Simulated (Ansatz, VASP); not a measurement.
**Ca (Ca(100)) in two plane-wave programs**

Aim: how closely do two programs agree when they are given the same cell, functional and k mesh?

Main program and level: Ansatz 0.2.0; plane waves, with VASP 6.6.1 beside it; band structure at LDA.

## Step 1: Starting point

The cell holds 7 atoms: 7 Ca. Its edges and angles: a = 3.946 Å, b = 3.946 Å, c = 34.740 Å, α = 90.0°, β = 90.0°, γ = 90.0°. Vacuum lies along c.

## Step 2: Ansatz: band structure, LDA

Ansatz runs on its default PAW (the set named soft_2) files.

Levels along a path test the potential and the projectors away from the mesh points.

input.yaml reads:

```yaml
crystal:
  lattice:
    - [3.945655839, 0.0, 0.0]
    - [0.0, 3.945655839, 0.0]
    - [0.0, 0.0, 34.74]
  atoms:
    - { symbol: Ca, position: [0.0, 0.0, 0.2590673575] }
    - { symbol: Ca, position: [0.5, 0.5, 0.3393782383] }
    - { symbol: Ca, position: [0.0, 0.0, 0.4196891192] }
    - { symbol: Ca, position: [0.5, 0.5, 0.5] }
    - { symbol: Ca, position: [0.0, 0.0, 0.5803108808] }
    - { symbol: Ca, position: [0.5, 0.5, 0.6606217617] }
    - { symbol: Ca, position: [0.0, 0.0, 0.7409326425] }
hamiltonian:
  xc: lda
  pseudopotentials: { kind: paw }
kpoints:
  mp_grid: { grid: [14, 14, 1] }
  band_path:
    path:
      - [0.5, 0.5, 0.0]
      - [0.46154, 0.46154, 0.0]
      - [0.42308, 0.42308, 0.0]
      - [0.34615, 0.34615, 0.0]
      - [0.30769, 0.30769, 0.0]
      - [0.23077, 0.23077, 0.0]
      - [0.19231, 0.19231, 0.0]
      - [0.15385, 0.15385, 0.0]
      - [0.07692, 0.07692, 0.0]
      - [0.03846, 0.03846, 0.0]
      - [0.0, 0.0, 0.0]
      - [0.0, 0.03846, 0.0]
      - [0.0, 0.07692, 0.0]
      - [0.0, 0.15385, 0.0]
      - [0.0, 0.19231, 0.0]
      - [0.0, 0.26923, 0.0]
      - [0.0, 0.30769, 0.0]
      - [0.0, 0.38462, 0.0]
      - [0.0, 0.42308, 0.0]
      - [0.0, 0.46154, 0.0]
      - [0.0, 0.5, 0.0]
      - [0.03846, 0.5, 0.0]
      - [0.11538, 0.5, 0.0]
      - [0.15385, 0.5, 0.0]
      - [0.19231, 0.5, 0.0]
      - [0.26923, 0.5, 0.0]
      - [0.30769, 0.5, 0.0]
      - [0.38462, 0.5, 0.0]
      - [0.42308, 0.5, 0.0]
      - [0.5, 0.5, 0.0]
    npoints: 1
scf:
  occupations: { method: fermi_dirac, width: 0.1 }
  n_extra_bands: 9
efield:
  axis: 3
  dipole_correction: true
  ramp_width: 0.04
output:
  forces: true
  eigenvalues: true
```

Started as:

```
$ ansatz run input.yaml --threads 4 --pin off --max-ram 9216MiB --backend cpu --events-out ev --progress --plain --runs-dir out
```

Numbers of over 12 decimals in the logs are rounded to 6 here.

What it wrote:

```text
scf.n_extra_bands = 9 over 35 filled bands (N_el = 70.0): the run solves 44 bands
Engine: ansatz 0.2.0, aarch64-unknown-linux-gnu
Pseudopotentials: kind: paw
Pseudopotential: Ca, paw, valence charge 10, recommended cutoff 420 eV (normal), Ca.paw.azcp
Functional definition: SPW92
  exchange = slater_x
  correlation = pw_c
Crystal: 7 atoms, lattice volume = 540.839 Å³
Basis set: ecut = 420 eV, 10629 PW (Γ)
Bands: 44, of which v1, the nominal top of the filled ones, is band 35 counted from 1 (34 counted from 0)
Symmetry: 8 space group operations
k-points: 36 of 196
Non-local potential: Ca, projectors of the file, l = 0: 3, l = 1: 2, l = 2: 2
PAW form: soft (Blöchl's): semilocal exchange-correlation on the pseudo side does not see the compensation charge
PAW frozen core: Ca, regenerated for the run's functional, and the local potential with it (the file was generated under x = pbe(κ = 0.804, μ = 0.219515), c = pbe(β = 0.066725))
PAW one-centre angular grid: Ca, 110 points (default); XC on 64 Gauss nodes
Initial density: superposition of atomic densities (neutral atoms: chi_scale 0, normalization atom), corrected by the library's trained network
Initial wavefunctions: pseudopotential atomic-orbital guess
Functional: x = slater, c = lda
SCF iter   1: F=—  HF=-12407.129879 eV  |F-HF|=—  |Δ(HF+E_count)|=         —  Δρ=3.45e-3  dr2=2.32e0  ethr=1.77e-3  p=-0.000 e·Å  D=-5.16e-14 V/Å  ΔV_dip=0.00 eV  dr2_dipole=8.98e-8  V_vac-E_F(+/−)=2.74/2.74 eV  ⟨swp⟩=14.8  Hψ=9541  notcnv=0
efield: sawtooth ramp at fractional position 0.9800 (placed from the atoms, in the widest stretch of the axis that holds none; the zero of the levels goes with the place), width 0.0400; the density the first Hamiltonian is built on has a dipole p = -0.000 e·Å; the dipole correction subtracts the counter field D = -5.16e-14 V/Å, which shifts the + side's vacuum level by +0.00 eV against the − side's; the planar-averaged density in the ramp window peaks in size at 1.5e-5 e/Å³
preconditioner: auto → LDOS  [metal: Δε(μ)=0.020 eV  Ē_g=1.983 eV  σ=0.100 eV  W_gap=0.05  n_scr=72 (ndim 8)  ℏωp=6.0 eV  f_vac=0.389  D(μ)=9.22/eV (n_scr^D=54)  β→1.0]
SCF iter   2: F=—  HF=-12407.084494 eV  |F-HF|=—  |Δ(HF+E_count)|=   4.54e-2  Δρ=9.86e-4  dr2=8.95e-3  ethr=1.77e-3  p=-0.000 e·Å  D=-1.40e-6 V/Å  ΔV_dip=0.00 eV  dr2_dipole=7.08e-8  V_vac-E_F(+/−)=2.92/2.92 eV  ⟨swp⟩=2.3  Hψ=1962  notcnv=0
SCF iter   3: F=—  HF=-12407.084359 eV  |F-HF|=—  |Δ(HF+E_count)|=   1.35e-4  Δρ=7.12e-4  dr2=7.15e-3  ethr=1.28e-5  p=-0.000 e·Å  D=-1.70e-6 V/Å  ΔV_dip=0.00 eV  dr2_dipole=8.14e-9  V_vac-E_F(+/−)=2.89/2.89 eV  ⟨swp⟩=2.5  Hψ=3274  notcnv=0
SCF iter   4: F=—  HF=-12407.083332 eV  |F-HF|=—  |Δ(HF+E_count)|=   1.03e-3  Δρ=1.27e-4  dr2=1.34e-4  ethr=1.02e-5  p=-0.000 e·Å  D=-1.15e-6 V/Å  ΔV_dip=0.00 eV  dr2_dipole=1.17e-8  V_vac-E_F(+/−)=2.90/2.90 eV  ⟨swp⟩=2.0  Hψ=2269  notcnv=0
SCF iter   5: F=—  HF=-12407.083322 eV  |F-HF|=—  |Δ(HF+E_count)|=   1.00e-5  Δρ=3.30e-5  dr2=1.65e-5  ethr=1.92e-7  p=-0.000 e·Å  D=-5.92e-7 V/Å  ΔV_dip=0.00 eV  dr2_dipole=3.41e-13  V_vac-E_F(+/−)=2.90/2.90 eV  ⟨swp⟩=2.7  Hψ=2885  notcnv=0
SCF iter   6: F=—  HF=-12407.083640 eV  |F-HF|=—  |Δ(HF+E_count)|=   3.19e-4  Δρ=7.87e-6  dr2=5.74e-7  ethr=2.36e-8  p=-0.000 e·Å  D=-1.89e-7 V/Å  ΔV_dip=0.00 eV  dr2_dipole=1.80e-10  V_vac-E_F(+/−)=2.90/2.90 eV  ⟨swp⟩=2.8  Hψ=2732  notcnv=0
SCF iter   7: F=—  HF=-12407.083641 eV  |F-HF|=—  |Δ(HF+E_count)|=   2.08e-7  Δρ=3.63e-6  dr2=1.27e-7  ethr=1.43e-10  p=-0.000 e·Å  D=-4.10e-8 V/Å  ΔV_dip=0.00 eV  dr2_dipole=1.44e-12  V_vac-E_F(+/−)=2.90/2.90 eV  ⟨swp⟩=12.1  Hψ=7125  notcnv=0
SCF iter   8: F=-12407.083641 eV  HF=-12407.083641 eV  |F-HF|=9.05e-9  |Δ(HF+E_count)|=   1.83e-8  Δρ=1.06e-6  dr2=1.40e-8  ethr=1.43e-10  p=-0.000 e·Å  D=-8.28e-9 V/Å  ΔV_dip=0.00 eV  dr2_dipole=2.41e-12  V_vac-E_F(+/−)=2.90/2.90 eV  ⟨swp⟩=4.4  Hψ=4693  notcnv=0
SCF 1 converged in 8 iterations: F = -12407.083641 eV  dr2 = 1.40e-8
  greatest PAW one-centre occupation: 0.996 electrons in one spin orbital (limit 2), on the Ca atom at site 0 (counted from 0), in its partial waves of l = 0
NSCF: frozen V_eff on 30 k-points
efield: sawtooth ramp at fractional position 0.9800 (kept from the solve that this one continues, or follows in the run), width 0.0400; the density the first Hamiltonian is built on has a dipole p = -0.000 e·Å; the dipole correction subtracts the counter field D = -8.28e-9 V/Å, which shifts the + side's vacuum level by +0.00 eV against the − side's; the planar-averaged density in the ramp window peaks in size at 3.2e-7 e/Å³
SCF converged after 8 iterations
Free energy (F): -12407.083641 eV
Harris-Foulkes:  -12407.083641 eV  (|F-HF|=9.05e-9)
Internal energy: -12406.788259 eV  (E = F + TS)
E sigma→0 (E₀):  -12406.935950 eV
Entropy (-TS):   -0.295382 eV (-42.197 meV/atom)
Fermi energy:    1.366891 eV
Dipole field:    D = -0.000001 V/Å  (p = -0.000004 e·Å, saw-weighted, corrected)
Work function:   Φ+ = 2.9019 eV   Φ− = 2.9019 eV
Levels:          The Fermi level and band energies are counted from a zero that moves with the ramp; work functions are not
--- Per-component energies (eV) ---
  E_band       = -1477.902805
  E_kinetic    = 1920.255230
  E_local      = -38252.898895  (includes V_loc(G=0)·N_el)
  E_nonlocal   = 469.502929
  E_hartree    = 18008.910560
  E_xc         = -932.445954
  E_vxc        = -1171.570950  (∫ρ·V_xc dr)
  E_paw        = -5712.834645  (= ΣΔE_a)
  E_vpaw       = -461.014952  (= ΣTr[D̂ρ^β])
  E_aug_tail   = -0.000035  (compensation charges beyond the density's cutoff)
  E_efield     = 0.000000  (sawtooth field / dipole correction)
  E_vefield    = 0.000000  (∫n·V_field dr)
  E_ewald      = 12090.740392
  E_core_change = 1.982160  (= ΣΔE_core)
  E_smearing   = -0.295382  (= −TS)
  E_closure    = 0.000000  (closes the sum)
  Σ components = -12407.083641   (vs F -12407.083641, Δ=0.00e0)
--- Forces (eV/Å), atoms counted from 1 ---
  atom   1  Ca    -0.00000000     0.00000000     0.28388692
  atom   2  Ca    -0.00000000     0.00000000    -0.08302776
  atom   3  Ca    -0.00000000     0.00000000    -0.00056045
  atom   4  Ca     0.00000000     0.00000000     0.00000021
  atom   5  Ca     0.00000000     0.00000000     0.00056029
  atom   6  Ca     0.00000000     0.00000000     0.08302793
  atom   7  Ca     0.00000000     0.00000000    -0.28388677
  max |Σ_I F_I| component: 3.70e-7 eV/Å
--- Band table (eV; the first three rows and the last of 36) ---
  k-point 0: bands = [... 31 lower, -1.3015, -0.6334, 0.0578, 0.6414, 1.8178, 1.8422, 1.9008, 1.9751, ... 5 higher]
  k-point 1: bands = [... 31 lower, -1.2497, -0.5837, 0.1055, 0.6882, 1.8376, 1.8617, 1.9059, 1.9766, ... 5 higher]
  k-point 2: bands = [... 31 lower, -1.0971, -0.4384, 0.2446, 0.8240, 1.8573, 1.8841, 1.9575, 1.9620, ... 5 higher]
  k-point 35: bands = [... 31 lower, 1.1781, 1.3836, 1.4284, 1.5386, 1.8678, 1.8678, 1.8715, 1.8715, ... 5 higher]
```

Elapsed: 33 s, on 4 threads of Arm Neoverse V2, shared host; peak memory 1.1 GiB.

In the SCF lines HF is the Harris–Foulkes energy and dr2 the Hartree energy of the density residual, in eV; the loop may stop once dr2 is under the threshold and the program's other checks hold. Hψ counts applications of the Hamiltonian.

## Step 3: VASP: band structure, LDA

The same cell, functional (in two slightly different forms), mesh and smearing now go to VASP, with its own data sets and cutoff.

Lines of VASP's logs that name or quote its potential files are left out, and so is its time.

INCAR reads:

```
SYSTEM = Ca
PREC = Normal
ENCUT = 300
EDIFF = 1E-06
NELM = 120
ISMEAR = -1
SIGMA = 0.1
LREAL = .FALSE.
ALGO = Fast
GGA = CA
NBANDS = 46
LORBIT = 11
LWAVE = .FALSE.
LCHARG = .TRUE.
IDIPOL = 3
LDIPOL = .TRUE.
DIPOL = 0.5 0.5 0.5
LVHAR = .TRUE.
LVACPOTAV = .TRUE.
LELF = .TRUE.
NEDOS = 1500
```

POSCAR reads:

```
Ca
1.0
    3.9456558390      0.0000000000      0.0000000000
    0.0000000000      3.9456558390      0.0000000000
    0.0000000000      0.0000000000     34.7400000000
Ca
7
Direct
    0.0000000000      0.0000000000      0.2590673575
    0.5000000000      0.5000000000      0.3393782383
    0.0000000000      0.0000000000      0.4196891192
    0.5000000000      0.5000000000      0.5000000000
    0.0000000000      0.0000000000      0.5803108808
    0.5000000000      0.5000000000      0.6606217617
    0.0000000000      0.0000000000      0.7409326425
```

KPOINTS reads:

```
Automatic mesh
0
Gamma
14 14 1
0 0 0
```

KPOINTS_OPT reads:

```
Line mode
14
Line-mode
Reciprocal
  0.50000000   0.50000000   0.00000000 M
  0.00000000   0.00000000   0.00000000 GAMMA

  0.00000000   0.00000000   0.00000000 GAMMA
  0.00000000   0.50000000   0.00000000 X

  0.00000000   0.50000000   0.00000000 X
  0.50000000   0.50000000   0.00000000 M
```

Potentials, in the order of the species: Ca_pv (LDA family, release 64).

Started as:

```
$ mpirun -np 2 vasp_std
```

What it wrote:

```text
[banner, memory and clock lines left out]
running    2 mpi-ranks, on    1 nodes
 distrk:  each k-point on    2 cores,    1 groups
 distr:  one band on    1 cores,    2 groups

 POSCAR found type information on POSCAR Ca
 POSCAR found :  1 types and       7 ions
 LDA part: xc-table for (Slater(with rela. corr.)+CA(PZ))
 , standard interpolation
 POSCAR, INCAR and KPOINTS ok, starting setup
 FFT: planning ... GRIDC
 FFT: planning ... GRID_SOFT
 FFT: planning ... GRID
 WAVECAR not read
 entering main loop
       N       E                     dE             d eps       ncg     rms          rms(c)
DAV:   1     0.529317020226E+03    0.52932E+03   -0.17426E+04  3854   0.115E+03
DAV:   2     0.905285255466E+02   -0.43879E+03   -0.43264E+03  3328   0.411E+02
DAV:   3    -0.620255593431E+01   -0.96731E+02   -0.95215E+02  4378   0.173E+02
DAV:   4    -0.148479775132E+02   -0.86454E+01   -0.85781E+01  5072   0.604E+01
DAV:   5    -0.152833347539E+02   -0.43536E+00   -0.43442E+00  5032   0.146E+01    0.264E+00
RMM:   6    -0.178184901657E+02   -0.25352E+01   -0.35305E+00  5106   0.907E+00    0.540E+00
RMM:   7    -0.144941410659E+02    0.33243E+01   -0.35242E-01  4410   0.562E+00    0.122E+00
RMM:   8    -0.143929478695E+02    0.10119E+00   -0.39819E-01  5505   0.277E+00    0.539E-01
RMM:   9    -0.143870111063E+02    0.59368E-02   -0.10981E-01  5656   0.150E+00    0.278E-01
RMM:  10    -0.143864367396E+02    0.57437E-03   -0.25596E-02  5482   0.802E-01    0.135E-01
RMM:  11    -0.143865700263E+02   -0.13329E-03   -0.15691E-02  5868   0.400E-01    0.892E-02
RMM:  12    -0.143874720110E+02   -0.90198E-03   -0.34049E-03  5645   0.196E-01    0.287E-02
RMM:  13    -0.143878532311E+02   -0.38122E-03   -0.17183E-03  5866   0.104E-01    0.244E-02
RMM:  14    -0.143884965413E+02   -0.64331E-03   -0.60143E-04  5703   0.652E-02    0.105E-02
RMM:  15    -0.143887716058E+02   -0.27506E-03   -0.34362E-04  5567   0.371E-02    0.696E-03
RMM:  16    -0.143889844103E+02   -0.21280E-03   -0.12457E-04  4661   0.235E-02    0.368E-03
WARNING in EDDRMM: call to ZHEGV failed, returncode =   8  4     13
RMM:  17    -0.143890506865E+02   -0.66276E-04   -0.62803E-05  4384   0.197E-02    0.288E-03
RMM:  18    -0.143890869924E+02   -0.36306E-04   -0.22798E-05  4272   0.117E-02    0.242E-03
RMM:  19    -0.143891012271E+02   -0.14235E-04   -0.90797E-06  4201   0.123E-02    0.149E-03
WARNING in EDDRMM: call to ZHEGV failed, returncode =   6  3     15
RMM:  20    -0.143891070027E+02   -0.57756E-05   -0.47792E-06  4061   0.756E-03    0.819E-04
RMM:  21    -0.143891108803E+02   -0.38776E-05   -0.18320E-06  3764   0.621E-03    0.572E-04
RMM:  22    -0.143891150152E+02   -0.41349E-05   -0.12181E-06  3622   0.738E-03    0.529E-04
RMM:  23    -0.143891181288E+02   -0.31136E-05   -0.72545E-07  3505   0.513E-03    0.215E-04
RMM:  24    -0.143891195922E+02   -0.14634E-05   -0.57598E-07  3373   0.438E-03    0.251E-04
RMM:  25    -0.143891198819E+02   -0.28974E-06   -0.31093E-07  3223   0.435E-03
|                                                                             |
|           W    W    AA    RRRRR   N    N  II  N    N   GGGG   !!!           |
|           W    W   A  A   R    R  NN   N  II  NN   N  G    G  !!!           |
|           W    W  A    A  R    R  N N  N  II  N N  N  G       !!!           |
|           W WW W  AAAAAA  RRRRR   N  N N  II  N  N N  G  GGG   !            |
|           WW  WW  A    A  R   R   N   NN  II  N   NN  G    G                |
|           W    W  A    A  R    R  N    N  II  N    N   GGGG   !!!           |
|                                                                             |
|     Did not find any points to average over, which means that no vacuum     |
|     field-free region was found. Please increase the size of  your cell     |
|     in the dimension of the dipole correction to obtain accurate            |
|     workfunction values.                                                    |
|                                                                             |

   1 F= -.14389120E+02 E0= -.14241556E+02  d E =-.295128E+00
 Start KPOINTS_OPT (optional k-point list driver)
k-point batch [1-36\42]
       N       E                     dE             ncg
DAV:   1    -0.164480652031E+05   -0.42450E+05     3902
DAV:   2    -0.320574122399E+05   -0.15609E+05     3320
DAV:   3    -0.354886630667E+05   -0.34313E+04     4324
DAV:   4    -0.357866040340E+05   -0.29794E+03     4736
DAV:   5    -0.358072652030E+05   -0.20661E+02     5336
DAV:   6    -0.358079136246E+05   -0.64842E+00     5616
DAV:   7    -0.358079385709E+05   -0.24946E-01     5624
DAV:   8    -0.358079403758E+05   -0.18049E-02     5728
DAV:   9    -0.358079405014E+05   -0.12560E-03     5664
DAV:  10    -0.358079405095E+05   -0.81601E-05     3616
DAV:  11    -0.358079405107E+05   -0.11514E-05     3000
DAV:  12    -0.358079405113E+05   -0.61021E-06     2992
k-point batch [37-42\42]
       N       E                     dE             ncg
DAV:   1     0.156213664847E+05   -0.11228E+05      646
DAV:   2     0.130656221442E+05   -0.25557E+04      552
DAV:   3     0.124899647892E+05   -0.57566E+03      808
DAV:   4     0.124425436299E+05   -0.47421E+02      776
DAV:   5     0.124394201060E+05   -0.31235E+01      864
DAV:   6     0.124393264141E+05   -0.93692E-01      898
DAV:   7     0.124393229119E+05   -0.35022E-02      904
DAV:   8     0.124393226794E+05   -0.23253E-03      912
DAV:   9     0.124393226587E+05   -0.20710E-04      896
DAV:  10     0.124393226570E+05   -0.16632E-05      520
DAV:  11     0.124393226568E+05   -0.22702E-06      384
```

(Continued in part 2 of 2.)

[Lines on the potential files, build, host, timing and source positions are cut from VASP's logs without a mark.]

[Logs are printed without paths, hosts, clocks, repeated set-up lines and the standing remarks that a program may print on its own settings, such as how far it seeks lower states.]

[Hosts, paths, dates, database ids (printed as entryN), source tags and the programs' standing remarks are cut or masked in the printed files.]
